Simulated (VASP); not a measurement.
Calculation: PBEsol GGA, VASP's PBE PAW potentials (set 64) (plane waves; VASP).

The input files of a VASP run:

KPOINTS:
```
kpoints
0
gamma
 11 11 4
0 0 0
```

POSCAR:
```
BN
1
    1.2520000000    -2.1685280000     0.0000000000
    1.2520000000     2.1685280000     0.0000000000
    0.0000000000     0.0000000000     6.6600000000
B N
2 2
Direct
  0.3333330000   0.6666670000   0.2500000000
  0.6666670000   0.3333330000   0.7500000000
  0.6666670000   0.3333330000   0.2500000000
  0.3333330000   0.6666670000   0.7500000000
```

INCAR:
```
SIGMA=0.05   # width (eV)
LREAL=.FALSE.
ALGO=Normal
SYSTEM=BN
PREC=Accurate
LCHARG=.FALSE.
GGA=PS   # PBEsol
LASPH=.TRUE.
ISIF=3
EDIFF=1E-6   # SCF stop (eV)
NELM=100
NSW=60   # most ionic steps
EDIFFG=-0.01   # ionic stop
ISMEAR=0   # Gaussian
ENCUT=520   # plane-wave cut-off (eV)
LWAVE=.FALSE.
IBRION=2   # conjugate gradients
```

POTCAR, in this order: B N (PBE.64 set). Program: vasp_std.

What VASP printed:

OUTCAR:
```
 ion  position               nearest neighbor table
   1  0.333  0.667  0.250-   3 1.45   3 1.45   3 1.45
   2  0.667  0.333  0.750-   4 1.45   4 1.45   4 1.45
   3  0.667  0.333  0.250-   1 1.45   1 1.45   1 1.45
   4  0.333  0.667  0.750-   2 1.45   2 1.45   2 1.45
  LATTYP: Found a hexagonal cell.
 ALAT       =     2.5040003368
 C/A-ratio  =     2.6597440512
 Subroutine PRICEL returns:
 Original cell was already a primitive cell.
 Subroutine GETGRP returns: Found 24 space group operations
The static configuration has the point symmetry D_3d.
 The point group associated with its full space group is D_6h.
The dynamic configuration has the point symmetry D_3d.
 Subroutine INISYM returns: Found 24 space group operations
 Subroutine IBZKPT returns following result:
 Found     48 irreducible k-points:

 Following reciprocal coordinates:
            Coordinates               Weight
  0.000000  0.000000  0.000000      1.000000
  0.090909  0.000000  0.000000      6.000000
  0.181818 -0.000000  0.000000      6.000000
  0.272727  0.000000  0.000000      6.000000
  0.363636 -0.000000  0.000000      6.000000
...
```

OSZICAR:
```
       N       E                     dE             d eps       ncg     rms          rms(c)
DAV:   1     0.652710485945E+02    0.65271E+02   -0.83511E+03  1160   0.124E+03
DAV:   2    -0.352254495265E+02   -0.10050E+03   -0.91005E+02  1672   0.265E+02
DAV:   3    -0.399490775099E+02   -0.47236E+01   -0.46815E+01  1456   0.599E+01
DAV:   4    -0.399996635211E+02   -0.50586E-01   -0.50548E-01  1412   0.677E+00
DAV:   5    -0.400004051153E+02   -0.74159E-03   -0.74151E-03  1480   0.805E-01    0.110E+01
DAV:   6    -0.369513698253E+02    0.30490E+01   -0.75189E+00  1332   0.223E+01    0.507E+00
DAV:   7    -0.366534430111E+02    0.29793E+00   -0.45728E-01  1428   0.587E+00    0.307E+00
DAV:   8    -0.365679585764E+02    0.85484E-01   -0.26139E-01  1392   0.393E+00    0.381E-01
DAV:   9    -0.365652197244E+02    0.27389E-02   -0.10431E-02  1364   0.917E-01    0.169E-01
DAV:  10    -0.365658188987E+02   -0.59917E-03   -0.91327E-04  1408   0.262E-01    0.337E-02
DAV:  11    -0.365658908117E+02   -0.71913E-04   -0.12260E-04  1452   0.977E-02    0.217E-02
DAV:  12    -0.365658905554E+02    0.25633E-06   -0.30669E-05  1388   0.482E-02    0.286E-03
DAV:  13    -0.365658907399E+02   -0.18453E-06   -0.98646E-07  1012   0.954E-03
   1 F= -.36565891E+02 E0= -.36565891E+02  d E =-.365659E+02
       N       E                     dE             d eps       ncg     rms          rms(c)
DAV:   1    -0.365672709787E+02   -0.13804E-02   -0.33600E-02  1272   0.192E+00    0.256E-01
DAV:   2    -0.365659188812E+02    0.13521E-02   -0.35002E-03  1344   0.540E-01    0.712E-02
DAV:   3    -0.365658663889E+02    0.52492E-04   -0.31513E-04  1360   0.153E-01    0.249E-02
DAV:   4    -0.365658539262E+02    0.12463E-04   -0.17008E-05  1468   0.400E-02    0.132E-02
DAV:   5    -0.365658505290E+02    0.33972E-05   -0.56599E-06  1352   0.194E-02    0.542E-03
DAV:   6    -0.365658501477E+02    0.38127E-06   -0.41491E-07   724   0.687E-03
   2 F= -.36565850E+02 E0= -.36565850E+02  d E =0.405922E-04
       N       E                     dE             d eps       ncg     rms          rms(c)
DAV:   1    -0.365665124344E+02   -0.66191E-03   -0.91409E-03  1252   0.101E+00    0.134E-01
DAV:   2    -0.365661470465E+02    0.36539E-03   -0.94546E-04  1344   0.281E-01    0.375E-02
DAV:   3    -0.365661335197E+02    0.13527E-04   -0.86827E-05  1356   0.802E-02    0.130E-02
DAV:   4    -0.365661307871E+02    0.27326E-05   -0.46434E-06  1368   0.209E-02    0.687E-03
DAV:   5    -0.365661304672E+02    0.31993E-06   -0.14405E-06   724   0.102E-02
   3 F= -.36566130E+02 E0= -.36566130E+02  d E =-.239727E-03
       N       E                     dE             d eps       ncg     rms          rms(c)
DAV:   1    -0.365674199402E+02   -0.12892E-02   -0.30534E-02  1152   0.155E+00    0.146E-01
DAV:   2    -0.365666690120E+02    0.75093E-03   -0.11352E-03  1268   0.310E-01    0.616E-02
DAV:   3    -0.365664975525E+02    0.17146E-03   -0.34561E-04  1384   0.147E-01    0.224E-02
DAV:   4    -0.365664778041E+02    0.19748E-04   -0.43546E-05  1484   0.589E-02    0.763E-03
DAV:   5    -0.365664763030E+02    0.15012E-05   -0.81144E-06  1360   0.245E-02    0.444E-03
DAV:   6    -0.365664761720E+02    0.13094E-06   -0.67592E-07   804   0.865E-03
   4 F= -.36566476E+02 E0= -.36566476E+02  d E =-.345705E-03
       N       E                     dE             d eps       ncg     rms          rms(c)
DAV:   1    -0.365757943768E+02   -0.93181E-02   -0.27270E-01  1152   0.461E+00    0.436E-01
DAV:   2    -0.365690726312E+02    0.67217E-02   -0.10078E-02  1260   0.923E-01    0.184E-01
DAV:   3    -0.365675292242E+02    0.15434E-02   -0.31225E-03  1376   0.440E-01    0.671E-02
DAV:   4    -0.365673537047E+02    0.17552E-03   -0.39419E-04  1468   0.177E-01    0.231E-02
DAV:   5    -0.365673402274E+02    0.13477E-04   -0.75714E-05  1376   0.745E-02    0.134E-02
DAV:   6    -0.365673399372E+02    0.29019E-06   -0.70256E-06  1384   0.265E-02
   5 F= -.36567340E+02 E0= -.36567340E+02  d E =-.120947E-02
       N       E                     dE             d eps       ncg     rms          rms(c)
DAV:   1    -0.366017569725E+02   -0.34417E-01   -0.10691E+00  1152   0.910E+00    0.862E-01
DAV:   2    -0.365752086908E+02    0.26548E-01   -0.39308E-02  1256   0.182E+00    0.363E-01
DAV:   3    -0.365690721241E+02    0.61366E-02   -0.12464E-02  1380   0.876E-01    0.133E-01
DAV:   4    -0.365683817012E+02    0.69042E-03   -0.15742E-03  1456   0.353E-01    0.460E-02
DAV:   5    -0.365683260478E+02    0.55653E-04   -0.31331E-04  1396   0.150E-01    0.267E-02
DAV:   6    -0.365683266098E+02   -0.56198E-06   -0.29470E-05  1360   0.539E-02    0.293E-03
DAV:   7    -0.365683271240E+02   -0.51425E-06   -0.10220E-06  1008   0.999E-03
   6 F= -.36568327E+02 E0= -.36568327E+02  d E =-.219666E-02
```

### OUTCAR
```
------------------------ aborting loop because EDIFF is reached ----------------------------------------
  FORCE on cell =-STRESS in cart. coord.  units (eV):
  Direction    XX          YY          ZZ          XY          YZ          ZX
  --------------------------------------------------------------------------------------
  Total        0.0184384      0.0184384      0.0392404     -0.0000000      0.0000000      0.0000000
  in kB        0.7965854      0.7965857      1.6952834     -0.0000000      0.0000000      0.0000000
  external PRESSURE =       1.0961515 kB  Pullay stress =       0.0000000 kB
  volume of cell :       37.09
      direct lattice vectors                 reciprocal lattice vectors
     1.252721746 -2.169778101  0.000000000     0.399130934 -0.230438311  0.000000000
     1.252721746  2.169778101  0.000000000     0.399130934  0.230438311  0.000000000
    -0.000000000 -0.000000000  6.821838363    -0.000000000  0.000000000  0.146588052
  FREE ENERGIE OF THE ION-ELECTRON SYSTEM (eV)
  ---------------------------------------------------
  free  energy   TOTEN  =       -36.5683271240 eV

  energy  without entropy=      -36.5683271240  energy(sigma->0) =      -36.56832712

 reached required accuracy - stopping structural energy minimisation
```
(Selected blocks of OUTCAR.)

File CONTCAR:
```
BN
   1.00000000000000
     1.2527217459592614   -2.1697781013324411    0.0000000000000000
     1.2527217459592614    2.1697781013324411    0.0000000000000000
    -0.0000000000000000   -0.0000000000000000    6.8218383634741890
  B               N
     2     2
Direct
     0.3333330000000032    0.6666669999999968    0.2500000000000000
     0.6666669999999968    0.3333330000000032    0.7500000000000000
     0.6666669999999968    0.3333330000000032    0.2500000000000000
     0.3333330000000032    0.6666669999999968    0.7500000000000000
```

Energy and stress use the plane-wave basis of the starting cell. Without a dispersion term in the relaxation, distances and binding between the weakly bound layers, chains or molecules are unreliable, and so is what depends on them.

The compound is BN in the hex structure. This run relaxes it. Symmetry was kept, so distortions that lower it aren't found.
